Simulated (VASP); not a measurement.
BeZn2Te3:

```
CELL_PARAMETERS angstrom
6.00368 -2.61411 0.00000
6.00368 2.61411 0.00000
-0.78219 0.00000 3.90062
ATOMIC_POSITIONS crystal
Be 0.00000 0.00000 0.00000
Zn 0.33578 0.33578 0.42138
Zn 0.66422 0.66422 0.57862
Te 0.14665 0.14665 0.58916
Te 0.50000 0.50000 0.00000
Te 0.85335 0.85335 0.41084
```

The cell was built by a generator and needn't be a form met in nature.

```yaml
Program: VASP 6.6.1
Task: relaxation of cell and atoms
Functional: PBE
Potentials_or_basis: VASP PAW PBE potentials, release 64 (Be, Zn, Te)
Cutoff: 520 eV
k_mesh: 3 × 3 × 4
Occupations: gaussian, width 0.15 eV
Spin: no spin polarisation
```

At the start: pressure 12.6 GPa; volume 20.41 Å³/atom.

Problem. How do energy, volume and symmetry change on relaxing?

Solution. Over 21 steps the energy falls by 162.4 meV/atom and the volume is 23.64 Å³/atom (+15.8 %); space group C2/m (No. 12, to 0.05 Å).

The path:
| step | energy change (eV) | largest force (eV/Å) | pressure (GPa) | volume (Å³) |
| --- | --- | --- | --- | --- |
| 1 | 0.0000 | 1.1383 | 12.58 | 122.43 |
| 2 | -0.7446 | 0.3082 | -3.42 | 152.86 |
| 3 | -0.8665 | 0.2226 | -0.55 | 142.63 |
| 4 | -0.8659 | 0.2408 | 0.21 | 142.20 |
| 5 | -0.8794 | 0.1696 | -0.37 | 141.51 |
| 6 | -0.8924 | 0.2027 | 0.27 | 139.40 |
| 7 | -0.9046 | 0.1632 | 0.87 | 140.21 |
| 8 | -0.9175 | 0.1147 | -0.19 | 141.66 |
| 9 | -0.9196 | 0.1112 | -0.15 | 142.32 |
| 10 | -0.9165 | 0.1362 | -1.04 | 143.65 |
| 11 | -0.9196 | 0.1192 | -1.09 | 142.77 |
| 12 | -0.9197 | 0.1159 | -0.35 | 142.54 |
| 13 | -0.9288 | 0.1031 | -0.69 | 142.24 |
| 14 | -0.9516 | 0.0767 | -0.72 | 141.32 |
| 15 | -0.9596 | 0.1474 | 0.90 | 139.41 |
| 16 | -0.9643 | 0.0893 | 0.53 | 140.21 |
| 17 | -0.9704 | 0.1190 | -0.06 | 142.15 |
| 18 | -0.9705 | 0.1110 | 0.08 | 141.97 |
| 19 | -0.9705 | 0.1170 | -0.07 | 142.09 |
| 20 | -0.9732 | 0.0879 | 0.18 | 141.96 |
| 21 | -0.9744 | 0.0777 | 0.28 | 141.84 |

Final structure:
```cif
data_structure
_symmetry_space_group_name_H-M 'P 1'
_symmetry_Int_Tables_number 1
_cell_length_a 6.9164
_cell_length_b 6.9164
_cell_length_c 4.1050
_cell_angle_alpha 104.942
_cell_angle_beta 104.942
_cell_angle_gamma 48.863
_cell_volume 141.84
loop_
_atom_site_label
_atom_site_type_symbol
_atom_site_fract_x
_atom_site_fract_y
_atom_site_fract_z
_atom_site_occupancy
Be1 Be 0.00000 0.00000 0.00000 1
Zn1 Zn 0.34119 0.34119 0.36945 1
Zn2 Zn 0.65881 0.65881 0.63055 1
Te1 Te 0.14711 0.14711 0.55367 1
Te2 Te 0.50000 0.50000 0.00000 1
Te3 Te 0.85289 0.85289 0.44633 1
```

Caveat: the k mesh is coarse (spacing up to 0.44 Å⁻¹), so the values aren't converged; the volume moved by over 15 % at a fixed basis, so the end points are rough; the relaxation stopped at a loose force limit of 0.08 eV/Å, so its end isn't a converged minimum.
